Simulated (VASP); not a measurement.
These are vdW-DF2, VASP's PBE PAW potentials (set 64) (plane waves; VASP) values and carry that method's errors.

VASP ran on this input.

INCAR:
```
! general
SYSTEM    =  CdSe
PREC      =  Accurate
ENCUT     =  520   ! plane-wave cut-off (eV)
LREAL     =  .FALSE.
LASPH     =  .TRUE.

! electronic loop
EDIFF     =  1E-7   ! SCF stop (eV)
NELM      =  100   ! most electronic steps
ALGO      =  Normal   ! blocked Davidson
LMAXMIX   =  4

! smearing
ISMEAR    =  0
SIGMA     =  0.05   ! width (eV)

! functional
GGA       =  ML
LUSE_VDW  =  .TRUE.
AGGAC     =  0.0
ZAB_VDW   =  -1.8867

! ions
IBRION    =  2   ! conjugate gradients
NSW       =  30
ISIF      =  4
EDIFFG    =  -0.01   ! ionic stop

! output
LWAVE     =  .FALSE.
LCHARG    =  .FALSE.
```

### KPOINTS
```
kpoints
0
G
  6 6 3
0 0 0
```

File POSCAR:
```
CdSe
1
    2.2313312448    -3.8647788164     0.0000000000
    2.2313312448     3.8647788164     0.0000000000
    0.0000000000     0.0000000000     7.2901208880
Cd Se
2 2
Direct
  0.6666670000   0.3333330000   0.5001418601
  0.3333330000   0.6666670000   0.0001418601
  0.6666670000   0.3333330000   0.8758581399
  0.3333330000   0.6666670000   0.3758581399
```

POTCAR, in this order: Cd Se (PBE.64 set). Program: vasp_std.

Output

OUTCAR:
```
 ion  position               nearest neighbor table
   1  0.667  0.333  0.500-   4 2.73   4 2.73   4 2.73   3 2.74
   2  0.333  0.667  0.000-   3 2.73   3 2.73   3 2.73   4 2.74
   3  0.667  0.333  0.876-   2 2.73   2 2.73   2 2.73   1 2.74
   4  0.333  0.667  0.376-   1 2.73   1 2.73   1 2.73   2 2.74
  LATTYP: Found a hexagonal cell.
 ALAT       =     4.4626622574
 C/A-ratio  =     1.6335811378
 Subroutine PRICEL returns:
 Original cell was already a primitive cell.
 Subroutine GETGRP returns: Found 12 space group operations
The static configuration has the point symmetry C_3v.
 The point group associated with its full space group is C_6v.
The dynamic configuration has the point symmetry C_3v.
 Subroutine INISYM returns: Found 12 space group operations
 Subroutine IBZKPT returns following result:
 Found     14 irreducible k-points:

 Following reciprocal coordinates:
            Coordinates               Weight
  0.000000  0.000000  0.000000      1.000000
  0.166667  0.000000  0.000000      6.000000
  0.333333 -0.000000  0.000000      6.000000
  0.500000  0.000000  0.000000      3.000000
  0.166667  0.166667  0.000000      6.000000
...
```

File OSZICAR:
```
       N       E                     dE             d eps       ncg     rms          rms(c)
DAV:   1     0.249415925878E+03    0.24942E+03   -0.16987E+04   616   0.145E+03
DAV:   2     0.123554243018E+02   -0.23706E+03   -0.23173E+03   700   0.341E+02
DAV:   3    -0.128172981371E+01   -0.13637E+02   -0.13596E+02   736   0.802E+01
DAV:   4    -0.140391591106E+01   -0.12219E+00   -0.12216E+00   676   0.779E+00
DAV:   5    -0.140499247265E+01   -0.10766E-02   -0.10765E-02   754   0.670E-01    0.691E+00
DAV:   6    -0.469424979090E+00    0.93557E+00   -0.22956E+00   686   0.124E+01    0.553E+00
DAV:   7    -0.448901613132E+00    0.20523E-01   -0.50370E-01   688   0.386E+00    0.253E+00
DAV:   8    -0.449016164378E+00   -0.11455E-03   -0.36490E-02   640   0.197E+00    0.332E-01
DAV:   9    -0.448665494665E+00    0.35067E-03   -0.72728E-03   738   0.890E-01    0.823E-02
DAV:  10    -0.448802069015E+00   -0.13657E-03   -0.62569E-04   682   0.258E-01    0.562E-02
DAV:  11    -0.448845804223E+00   -0.43735E-04   -0.10905E-04   712   0.845E-02    0.115E-02
DAV:  12    -0.448837533395E+00    0.82708E-05   -0.30711E-05   676   0.358E-02    0.184E-03
DAV:  13    -0.448837401032E+00    0.13236E-06   -0.23646E-06   700   0.119E-02    0.128E-03
DAV:  14    -0.448837295674E+00    0.10536E-06   -0.58125E-08   500   0.254E-03    0.387E-04
DAV:  15    -0.448837287772E+00    0.79021E-08   -0.17683E-08   380   0.123E-03
   1 F= -.44883729E+00 E0= -.44879346E+00  d E =-.448837E+00
       N       E                     dE             d eps       ncg     rms          rms(c)
DAV:   1    -0.449041502550E+00   -0.20421E-03   -0.16026E-02   616   0.855E-01    0.566E-02
DAV:   2    -0.448955983479E+00    0.85519E-04   -0.18354E-04   706   0.128E-01    0.319E-02
DAV:   3    -0.448914147514E+00    0.41836E-04   -0.78992E-05   682   0.694E-02    0.900E-03
DAV:   4    -0.448914008705E+00    0.13881E-06   -0.97930E-06   718   0.292E-02    0.628E-03
DAV:   5    -0.448913846137E+00    0.16257E-06   -0.25712E-07   582   0.350E-03    0.325E-03
DAV:   6    -0.448913823604E+00    0.22533E-07   -0.19231E-07   604   0.296E-03
   2 F= -.44891382E+00 E0= -.44886876E+00  d E =-.765358E-04
       N       E                     dE             d eps       ncg     rms          rms(c)
DAV:   1    -0.450198601254E+00   -0.12848E-02   -0.14425E-01   616   0.256E+00    0.170E-01
DAV:   2    -0.449430160065E+00    0.76844E-03   -0.16549E-03   706   0.384E-01    0.958E-02
DAV:   3    -0.449052484308E+00    0.37768E-03   -0.71402E-04   694   0.208E-01    0.270E-02
DAV:   4    -0.449051275249E+00    0.12091E-05   -0.87867E-05   682   0.874E-02    0.189E-02
DAV:   5    -0.449049611487E+00    0.16638E-05   -0.23873E-06   712   0.106E-02    0.976E-03
DAV:   6    -0.449049312727E+00    0.29876E-06   -0.16916E-06   718   0.864E-03    0.162E-03
DAV:   7    -0.449049296046E+00    0.16681E-07   -0.17493E-07   502   0.363E-03
   3 F= -.44904930E+00 E0= -.44900009E+00  d E =-.212008E-03
       N       E                     dE             d eps       ncg     rms          rms(c)
DAV:   1    -0.449303726964E+00   -0.25441E-03   -0.30138E-02   616   0.117E+00    0.775E-02
DAV:   2    -0.449143113891E+00    0.16061E-03   -0.34545E-04   706   0.176E-01    0.438E-02
DAV:   3    -0.449064553311E+00    0.78561E-04   -0.14878E-04   682   0.950E-02    0.124E-02
DAV:   4    -0.449064289183E+00    0.26413E-06   -0.18404E-05   682   0.400E-02    0.860E-03
DAV:   5    -0.449063966250E+00    0.32293E-06   -0.49573E-07   700   0.481E-03    0.446E-03
DAV:   6    -0.449063915445E+00    0.50805E-07   -0.35610E-07   694   0.397E-03
   4 F= -.44906392E+00 E0= -.44901263E+00  d E =-.226628E-03
       N       E                     dE             d eps       ncg     rms          rms(c)
DAV:   1    -0.449064329691E+00   -0.36344E-06   -0.53900E-02   616   0.148E+00    0.401E-02
DAV:   2    -0.449115267826E+00   -0.50938E-04   -0.58920E-04   712   0.156E-01    0.128E-02
DAV:   3    -0.449114335418E+00    0.93241E-06   -0.46678E-06   688   0.161E-02    0.877E-03
DAV:   4    -0.449113957203E+00    0.37822E-06   -0.23599E-06   710   0.883E-03    0.157E-03
DAV:   5    -0.449113983110E+00   -0.25907E-07   -0.26782E-07   640   0.319E-03
   5 F= -.44911398E+00 E0= -.44905930E+00  d E =-.500677E-04
```

### OUTCAR
```
------------------------ aborting loop because EDIFF is reached ----------------------------------------
  FORCE on cell =-STRESS in cart. coord.  units (eV):
  Direction    XX          YY          ZZ          XY          YZ          ZX
  --------------------------------------------------------------------------------------
  Total        0.9654056      0.9654055      0.9564516      0.0000000      0.0000000      0.0000000
  in kB       12.3017526     12.3017506     12.1876555      0.0000000      0.0000000      0.0000000
  external PRESSURE =      12.2637196 kB  Pullay stress =       0.0000000 kB
  volume of cell :      125.73
      direct lattice vectors                 reciprocal lattice vectors
     2.227734446 -3.858548931 -0.000000000     0.224443268 -0.129582392  0.000000000
     2.227734446  3.858548931 -0.000000000     0.224443268  0.129582392 -0.000000000
    -0.000000000  0.000000000  7.313680579     0.000000000  0.000000000  0.136730062
  FREE ENERGIE OF THE ION-ELECTRON SYSTEM (eV)
  ---------------------------------------------------
  free  energy   TOTEN  =        -0.4491139831 eV

  energy  without entropy=       -0.4490046222  energy(sigma->0) =       -0.44905930

 reached required accuracy - stopping structural energy minimisation
```
(Selected blocks of OUTCAR.)

File CONTCAR:
```
CdSe
   1.00000000000000
     2.2277344459746660   -3.8585489305576277   -0.0000000000000000
     2.2277344459746660    3.8585489305576277   -0.0000000000000000
    -0.0000000000000000    0.0000000000000000    7.3136805786599135
  Cd              Se
     2     2
Direct
     0.6666669999999968    0.3333330000000032    0.5008618442001151
     0.3333330000000032    0.6666669999999968    0.0008618442001153
     0.6666669999999968    0.3333330000000032    0.8751381557998896
     0.3333330000000032    0.6666669999999968    0.3751381557998824
```

The compound is CdSe in the wurtzite structure. This cell is one point of a volume scan, at 0.97 of the reference volume. Symmetry was kept, so distortions that lower it aren't found.
